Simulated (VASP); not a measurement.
An input for Ansatz (written as the equivalent of a VASP run, and not itself run):

Ansatz 0.2 input:
```yaml
crystal:
  lattice:
    - [0.0000000, 1.9260370, 1.9260370]
    - [1.9260370, 0.0000000, 1.9260370]
    - [1.9260370, 1.9260370, 0.0000000]
  atoms:
    - { symbol: Ir, position: [0.0000000, 0.0000000, 0.0000000] }
kpoints:
  mp_grid: { grid: [16, 16, 16] }
hamiltonian:
  xc: r2scan
  pseudopotentials: { kind: paw }
scf:
  occupations: { method: methfessel_paxton, width: 0.1 }
  max_iter: 100
output: { forces: true, stress: true, eigenvalues: true }
```

Task: Write the VASP files for the same calculation (r2SCAN).

Result: One answer among several that fit: 
File KPOINTS:
```
Automatic
0
gamma
16 16 16
```

**POSCAR**
```
Ir
1
    0.0000000000     1.9260370468     1.9260370468
    1.9260370468     0.0000000000     1.9260370468
    1.9260370468     1.9260370468     0.0000000000
Ir
1
Direct
  0.0000000000   0.0000000000   0.0000000000
```

### INCAR
```
ALGO  =  Normal
PREC  =  Accurate
LREAL  =  .FALSE.
ENCUT  =  520   # plane-wave cut-off (eV)
ISMEAR  =  1   # Methfessel-Paxton
LCHARG  =  .FALSE.
LASPH  =  .TRUE.   # aspherical one-centre terms
LMIXTAU  =  .TRUE.
LMAXMIX  =  6
NELM  =  100   # most electronic steps
LWAVE  =  .FALSE.
SIGMA  =  0.1
METAGGA  =  R2SCAN
ISIF  =  2
SYSTEM  =  Ir
EDIFF  =  1E-7
```

POTCAR, in this order: Ir (PBE.64 set). Program: vasp_std.

Limits of the translation: each code has its own PAW files, so the cut-off isn't converted (ENCUT is set for VASP's; basis.ecutwfc is left out, and Ansatz then takes the one that its files recommend); Ansatz stops its SCF on the density residual and VASP on the energy change (EDIFF).

The compound is Ir in the fcc structure. It was relaxed first.
